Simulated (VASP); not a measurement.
All values below come from r2SCAN meta-GGA, VASP's PBE PAW potentials (set 64) (plane waves; VASP).

The input files of a VASP run:

POSCAR:
```
TeO2
1
    4.7739396915     0.0000000000     0.0000000000
    0.0000000000     4.8937127350     0.0000000000
    0.0000000000     0.0000000000     7.6597052810
Te O
4 8
Direct
  0.7221037906   0.5280154548   0.3762032162
  0.7778962094   0.4719845452   0.8762032162
  0.2221037906   0.9719845452   0.6237967838
  0.2778962094   0.0280154548   0.1237967838
  0.5208994401   0.1327658322   0.9417399216
  0.9791005599   0.8672341678   0.4417399216
  0.0208994401   0.3672341678   0.0582600784
  0.4791005599   0.6327658322   0.5582600784
  0.3971550768   0.2491849109   0.3111041549
  0.1028449232   0.7508150891   0.8111041549
  0.8971550768   0.2508150891   0.6888958451
  0.6028449232   0.7491849109   0.1888958451
```

### KPOINTS_OPT
```
k-points along high-symmetry lines
5
Line-mode
Reciprocal
  0.000000   0.000000   0.000000 ! GAMMA
  0.500000   0.000000   0.000000 ! X

  0.500000   0.000000   0.000000 ! X
  0.500000   0.500000   0.000000 ! S

  0.500000   0.500000   0.000000 ! S
  0.000000   0.500000   0.000000 ! Y

  0.000000   0.500000   0.000000 ! Y
  0.000000   0.000000   0.000000 ! GAMMA

  0.000000   0.000000   0.000000 ! GAMMA
  0.000000   0.000000   0.500000 ! Z

  0.000000   0.000000   0.500000 ! Z
  0.500000   0.000000   0.500000 ! U

  0.500000   0.000000   0.500000 ! U
  0.500000   0.500000   0.500000 ! R

  0.500000   0.500000   0.500000 ! R
  0.000000   0.500000   0.500000 ! T

  0.000000   0.500000   0.500000 ! T
  0.000000   0.000000   0.500000 ! Z

  0.500000   0.000000   0.000000 ! X
  0.500000   0.000000   0.500000 ! U

  0.000000   0.500000   0.000000 ! Y
  0.000000   0.500000   0.500000 ! T

  0.500000   0.500000   0.000000 ! S
  0.500000   0.500000   0.500000 ! R
```

INCAR:
```
# general
SYSTEM  = TeO2
PREC    = Accurate
ENCUT   = 520
LREAL   = F
LASPH   = T

# electronic loop
EDIFF   = 1E-7
NELM    = 100
ALGO    = Normal
LMAXMIX = 4
LMIXTAU = T

# smearing
ISMEAR  = -5

# functional
METAGGA = R2SCAN

# ions
ISIF    = 2

# output
LWAVE   = F
LCHARG  = F
LORBIT  = 11
NEDOS   = 601

# other
LEFG    = T
```

KPOINTS:
```
Automatic mesh
0
G
5 5 4
```

POTCAR, in this order: Te O (PBE.64 set). Program: vasp_std.

Unless said otherwise, spin-orbit coupling is left out, though it shifts the bands of the heavy elements here.

Q: Estimate the energy per atom (σ→0), band gap (over mesh and band path).

A: 
| Item | Value |
|---|---|
| energy per atom (σ→0) | -13.553 eV/atom |
| band gap (over mesh and band path) | 3.45 eV |

### OSZICAR
```
...
DAV:  28    -0.162630165692E+03   -0.15918E-05   -0.81017E-07  2526   0.700E-03    0.579E-02
DAV:  29    -0.162630165152E+03    0.53981E-06   -0.46249E-07  2289   0.456E-03    0.227E-02
DAV:  30    -0.162630165338E+03   -0.18577E-06   -0.11639E-07  1487   0.276E-03    0.107E-02
DAV:  31    -0.162630165418E+03   -0.79236E-07   -0.35427E-08  1329   0.152E-03
   1 F= -.16263017E+03 E0= -.16263017E+03  d E =0.000000E+00
       N       E                     dE             ncg
       N       E                     dE             ncg
       N       E                     dE             ncg
```

The structure comes from a computed database's TeO2 entry (P2_12_12_1); how it stands against other phases isn't given here. It was relaxed first.
